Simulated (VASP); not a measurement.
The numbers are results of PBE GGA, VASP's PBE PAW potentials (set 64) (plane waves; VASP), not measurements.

Input for VASP

KPOINTS:
```
Automatic mesh
0
Gamma
12 12 12
0 0 0
```

**INCAR**
```
! general
SYSTEM   =  HfC
PREC     =  Accurate
ENCUT    =  520
LREAL    =  .FALSE.
LASPH    =  .TRUE.

! electronic loop
EDIFF    =  1E-6
NELM     =  100
ALGO     =  Normal
IMIX     =  4
AMIX     =  0.1
BMIX     =  0.0001
LMAXMIX  =  6

! smearing
ISMEAR   =  1
SIGMA    =  0.1

! functional
GGA      =  PE

! ions
ISIF     =  2

! output
LWAVE    =  .FALSE.
LCHARG   =  .FALSE.
```

File POSCAR:
```
HfC
1
    0.0000000000     2.3387410000     2.3560370000
    2.3819600000     0.0000000000     2.3560370000
    2.3819600000     2.3387410000     0.0000000000
Hf C
1 1
Direct
  0.0000000000   0.0000000000   0.0000000000
  0.4909530000   0.5090470000   0.5090470000
```

POTCAR, in this order: Hf_pv C (PBE.64 set). Program: vasp_std.

Unless said otherwise, spin-orbit coupling is left out, though it shifts the bands of the heavy elements here.

Predict the energy per atom (σ→0), pressure, largest force, band gap (on the k-mesh).

```json
{
  "energy per atom (σ→0)": "-10.500 eV/atom",
  "band gap (on the k-mesh)": "none (metal, semimetal or under 0.01 eV)",
  "pressure": "-9.63 GPa",
  "largest_force": "0.224 eV/Å"
}
```

File OSZICAR:
```
...
DAV:  10    -0.210033451571E+02    0.51097E-02   -0.19654E-02  6814   0.138E+00    0.251E+00
DAV:  11    -0.210001485307E+02    0.31966E-02   -0.19901E-02  6824   0.109E+00    0.265E-01
DAV:  12    -0.209999675017E+02    0.18103E-03   -0.72635E-04  6742   0.268E-01    0.250E-01
DAV:  13    -0.209999551488E+02    0.12353E-04   -0.79484E-05  7602   0.738E-02    0.245E-01
DAV:  14    -0.209999577851E+02   -0.26363E-05   -0.23501E-05  7153   0.348E-02    0.928E-02
DAV:  15    -0.209999547895E+02    0.29956E-05   -0.74096E-06  6927   0.227E-02    0.246E-03
DAV:  16    -0.209999546591E+02    0.13035E-06   -0.28494E-07  3401   0.585E-03
   1 F= -.20999955E+02 E0= -.20999915E+02  d E =-.118061E-03
```

The compound is HfC in the rock salt structure. The cell was not relaxed at this level, atoms are displaced from their ideal sites. The run is one of a series of settings (AMIX = 0.1, BMIX = 0.0001, IMIX = 4 against the base run), some of them coarse on purpose.
